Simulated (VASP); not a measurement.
Output of a VASP run:

File OSZICAR:
```
       N       E                     dE             d eps       ncg     rms          rms(c)
DAV:   1     0.804138886432E+02    0.80414E+02   -0.93032E+03   416   0.189E+03
DAV:   2    -0.171995861979E+01   -0.82134E+02   -0.79546E+02   441   0.319E+02
DAV:   3    -0.828525205905E+01   -0.65653E+01   -0.65333E+01   531   0.763E+01
DAV:   4    -0.840366122632E+01   -0.11841E+00   -0.11832E+00   493   0.114E+01
DAV:   5    -0.840565450242E+01   -0.19933E-02   -0.19929E-02   516   0.123E+00    0.277E+00
DAV:   6    -0.826640277615E+01    0.13925E+00   -0.26218E-01   628   0.932E+00    0.166E+00
DAV:   7    -0.824948970402E+01    0.16913E-01   -0.68479E-02   520   0.205E+00    0.559E-01
DAV:   8    -0.825040974228E+01   -0.92004E-03   -0.10564E-02   471   0.142E+00    0.925E-02
DAV:   9    -0.825082938685E+01   -0.41964E-03   -0.10938E-03   522   0.477E-01    0.553E-02
DAV:  10    -0.825090144637E+01   -0.72060E-04   -0.82992E-05   507   0.986E-02    0.298E-02
DAV:  11    -0.825095942365E+01   -0.57977E-04   -0.91624E-05   456   0.821E-02    0.381E-03
DAV:  12    -0.825095973266E+01   -0.30901E-06   -0.15126E-06   389   0.201E-02
   1 F= -.82509597E+01 E0= -.82509366E+01  d E =-.462036E-04
```

### OUTCAR
```
------------------------ aborting loop because EDIFF is reached ----------------------------------------
  FORCE on cell =-STRESS in cart. coord.  units (eV):
  Direction    XX          YY          ZZ          XY          YZ          ZX
  --------------------------------------------------------------------------------------
  Total        0.0095794      0.0095794      0.0095794      0.0000000      0.0000000      0.0000000
  in kB        0.3232821      0.3232821      0.3232821      0.0000000      0.0000000      0.0000000
  external PRESSURE =       0.3232821 kB  Pullay stress =       0.0000000 kB
  volume of cell :       47.48
      direct lattice vectors                 reciprocal lattice vectors
     0.000000000  2.873952542  2.873952542    -0.173976429  0.173976429  0.173976429
     2.873952542  0.000000000  2.873952542     0.173976429 -0.173976429  0.173976429
     2.873952542  2.873952542  0.000000000     0.173976429  0.173976429 -0.173976429
  FREE ENERGIE OF THE ION-ELECTRON SYSTEM (eV)
  ---------------------------------------------------
  free  energy   TOTEN  =        -8.2509597327 eV

  energy  without entropy=       -8.2509135290  energy(sigma->0) =       -8.25093663
```
(Selected blocks of OUTCAR.)

POSCAR:
```
GaAs
1
    0.0000000000     2.8739525417     2.8739525417
    2.8739525417     0.0000000000     2.8739525417
    2.8739525417     2.8739525417     0.0000000000
Ga As
1 1
Direct
  0.0000000000   0.0000000000   0.0000000000
  0.2500000000   0.2500000000   0.2500000000
```

Problem. Write an INCAR and KPOINTS that could have produced this output.

Solution. One answer among several that fit: the input of the run itself, PBE GGA, plane waves, VASP's PBE PAW potentials (set 64).

KPOINTS:
```
kpoints
0
G
 6 6 6
```

### INCAR
```
SYSTEM  =  GaAs
PREC  =  Accurate; ENCUT  =  520; LREAL  =  .False.
LASPH  =  .True.
EDIFF  =  1E-6; NELM  =  100; ALGO  =  Normal
LMAXMIX  =  4
ISMEAR  =  0; SIGMA  =  0.05
GGA  =  PE
LWAVE  =  .True.; LCHARG  =  .False.
```

POTCAR, in this order: Ga_d As (PBE.64 set). Program: vasp_std.

The compound is GaAs in the zinc blende structure. It was relaxed first, which changed the volume by +5 %.
